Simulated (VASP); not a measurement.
Here is a VASP 6.6.1 calculation.

The input INCAR:

```
SYSTEM = AlRu
  ALGO = Normal
  EDIFF = 1E-6
  EDIFFG = -0.005
  ENCUT = 600
  GGA = PS
  IBRION = 2
  ISIF = 3
  ISMEAR = 1
  KPAR = 8
  LASPH = .True.
  LCHARG = .False.
  LREAL = .False.
  LWAVE = .False.
  NELM = 60
  NSW = 60
  PREC = Accurate
  SIGMA = 0.2
```

KPOINTS

```
k-points
0
Gamma
  18 18 18
  0 0 0
```

The input POSCAR:

```
AlRu
1.0
    2.9900000000      0.0000000000      0.0000000000
    0.0000000000      2.9900000000      0.0000000000
    0.0000000000      0.0000000000      2.9900000000
Ru Al
1 1
Direct
    0.0000000000      0.0000000000      0.0000000000
    0.5000000000      0.5000000000      0.5000000000
```

Potentials or basis: VASP PAW PBE potentials, release 64 (Ru_pv, Al).

Launch:

```sh
$ cat potpaw_PBE.64/Ru_pv/POTCAR potpaw_PBE.64/Al/POTCAR > POTCAR
$ mpirun -np 8 vasp_std > vasp.out
```

Q: What does it give for the band gap on the k mesh?

A: None (metal or under the smearing width).

Q: Predict the relaxed cell.

A: a = 2.976 Å, b = 2.976 Å, c = 2.976 Å, α = 90.00°, β = 90.00°, γ = 90.00°.

Q: Predict the space group after relaxing (to 0.05 Å).

A: Pm-3m (No. 221).

Step by step:
```csv
step,energy change (eV),largest force (eV/Å),pressure (GPa),volume (Å³)
1,0.0000,0.0000,-2.98,26.73
2,0.0056,0.0000,5.14,25.78
3,-0.0035,0.0000,-0.03,26.36
```

Caveat: the PAW data sets were made with another functional, which shifts forces and pressure a little.
